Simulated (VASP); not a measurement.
Given:

```xyz
2
Lattice="0.0000 2.7291 2.7291 2.7291 0.0000 2.7291 2.7291 2.7291 0.0000" Properties=species:S:1:pos:R:3 pbc="T T T"
Li     0.0000     0.0000     0.0000
Br     2.7291     2.7291     2.7291
```

Computed with rev-vdW-DF2, VASP's PBE PAW potentials (set 64) (plane waves; VASP 6.6.1). Numerical set-up: 520 eV cut-off, 9×9×9 Γ-centred mesh, tetrahedra with Blöchl corrections, potentials Li_sv Br.

Problem. Estimate the energy per atom (σ→0), band gap (on the k-mesh) with the smallest direct gap where there is one.

Solution. 
```json
{
 "band gap (on the k-mesh)": "5.02 eV",
 "smallest direct gap (on the k-mesh)": "5.02 eV",
 "energy per atom (σ→0)": "-2.252 eV/atom"
}
```

Only differences to runs with the same potentials and settings are physical.

The compound is LiBr in the rock salt structure. It was relaxed first.
